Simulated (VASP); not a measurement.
VASP runs on Gd (hcp) share one base input (PBE GGA, plane waves, VASP's PBE PAW potentials (set 64)) and change the settings named in each case.

**INCAR**
```
ENCUT = 400
EDIFF = 1E-6
LMAXMIX = 6
ISIF = 2   ! forces and stress, cell fixed
SIGMA = 0.1   ! width (eV)
LWAVE = .False.
NELM = 100   ! most electronic steps
GGA = PE   ! PBE
LCHARG = .False.
SYSTEM = Gd
ALGO = Normal
LASPH = .True.
LREAL = .False.
PREC = Accurate
ISMEAR = 1   ! Methfessel-Paxton
```

File POSCAR:
```
Gd
1
    1.8150000000    -3.1436720000     0.0000000000
    1.8150000000     3.1436720000     0.0000000000
    0.0000000000     0.0000000000     5.7800000000
Gd
2
Direct
  0.3333330000   0.6666670000   0.2500000000
  0.6666670000   0.3333330000   0.7500000000
```

**KPOINTS**
```
Automatic mesh
0
Gamma
10 10 6
0 0 0
```

POTCAR, in this order: Gd_3 (PBE.64 set). Program: vasp_std.

```
change                               E(σ→0) (eV/atom)  pressure (GPa)  −TS (eV)  irreducible k-points
-----------------------------------  ----------------  --------------  --------  --------------------
base run                                      -4.5811           -0.03    0.0018                    56
KPOINTS 5×5×3 Monkhorst-Pack mesh             -4.5558           -0.03   -0.0067                    10
KPOINTS 6×6×4 Monkhorst-Pack mesh             -4.5812           -0.40    0.0031                    24
KPOINTS 9×9×5 Monkhorst-Pack mesh             -4.5854           -0.19    0.0048                    36
KPOINTS 11×11×7 Monkhorst-Pack mesh           -4.5802           -0.17    0.0001                    64
```
 The 4f electrons are frozen in the core of the lanthanide potential, so 4f levels, which can set the real gap, and their magnetism are missing.

Left out are runs that ran out of time, are held back, or changed the cell or the kind of run, fixed moments of cells without a moment, rows past the twelfth, gaps on odd meshes, pressures of charged cells and columns that move by less than the noise.

The compound is Gd in the hcp structure. The cell was not relaxed at this level.
